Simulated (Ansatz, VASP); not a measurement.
# Two plane-wave programs on RbGe2

INCAR

```
PREC = Accurate
ENCUT = 520
EDIFF = 1E-6
ISMEAR = 0
SIGMA = 0.1
LREAL = False
LASPH = True
NELM = 80
ALGO = Normal
ISIF = 2
LWAVE = False
LCHARG = False
GGA = PE
NBANDS = 26
```

KPOINTS

```
Automatic mesh
0
Gamma
  3 3 3
```

Contents of POSCAR:

```
RbGe2
1.0
    3.0749784900      1.7753396600      5.5825752300
   -3.0749784900      1.7753396600      5.5825752300
    0.0000000000     -3.5506793200      5.5825752300
Rb Ge
1 2
Direct
    0.5000000000      0.5000000000      0.5000000000
    0.7995351600      0.7995351600      0.7995351600
    0.2004648400      0.2004648400      0.2004648400
```

Input for Ansatz:

```yaml
crystal:
  lattice:
    - [3.07497849, 1.77533966, 5.58257523]
    - [-3.07497849, 1.77533966, 5.58257523]
    - [0.0, -3.55067932, 5.58257523]
  atoms:
    - { symbol: Rb, position: [0.5, 0.5, 0.5] }
    - { symbol: Ge, position: [0.79953516, 0.79953516, 0.79953516] }
    - { symbol: Ge, position: [0.20046484, 0.20046484, 0.20046484] }
basis:
  ecutwfc: 420
kpoints:
  mp_grid: { grid: [3, 3, 3] }
hamiltonian:
  xc: pbe
scf:
  occupations: { method: gaussian, width: 0.1 }
  lower_state_search: "off"
output:
  forces: true
  stress: true
  eigenvalues: true
```

Alike in both runs: task single point; functional PBE; k mesh 3 × 3 × 3; occupations gaussian, width 0.1 eV; no spin polarisation.

|  | VASP | Ansatz |
| --- | --- | --- |
| version | VASP 6.6.1 | Ansatz 0.2.0 |
| potentials or method | VASP PAW PBE potentials, release 64 (Rb_sv, Ge_d) | scalar-relativistic, plane waves, PAW |
| plane-wave cutoff (eV) | 520 | 420 |
| valence electrons in the cell | 37 | 37 |

|  | VASP | Ansatz | Ansatz less VASP |
| --- | --- | --- | --- |
| gap on the k mesh at the Fermi level (eV) | none | none | - |
| pressure (GPa) | -2.5 | -2.5 | 0.00 |
| largest component of the traceless stress (GPa) | 1.28 | 1.29 | +0.009 |
| rms of the force components (eV/Å) | 0.269 | 0.270 | +0.0012 |

Atom by atom the forces differ by 0.001 eV/Å (rms over components). A gap of «none» marks a metal or a gap that the smearing closes.

Caveats: the k mesh is coarse (spacing up to 0.41 Å⁻¹), so the values aren't converged.
